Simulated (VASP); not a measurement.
Consider the following.

```xyz
1
Lattice="-1.7200 1.7200 1.7200 1.7200 -1.7200 1.7200 1.7200 1.7200 -1.7200" Properties=species:S:1:pos:R:3 pbc="T T T"
Li     0.0000     0.0000     0.0000
```

These are optB86b-vdW, VASP's PBE PAW potentials (set 64) (plane waves; VASP 6.6.1) values and carry that method's errors. Run with 520 eV cut-off, Gaussian smearing of 0.050 eV, potentials Li_sv.

Question: Give the energies of bands 2 to 4 at the high-symmetry points, in eV from the Fermi level.

Answer: 
| band | Γ | H | N | P |
|---|---|---|---|---|
| 2 | -3.59 | 5.51 | 0.22 | 3.35 |
| 3 | 14.58 | 5.51 | 3.23 | 3.35 |
| 4 | 14.58 | 5.51 | 10.35 | 3.35 |

It has no gap at this level: it comes out as a metal or semimetal.

The compound is Li in the bcc structure. It was relaxed first.
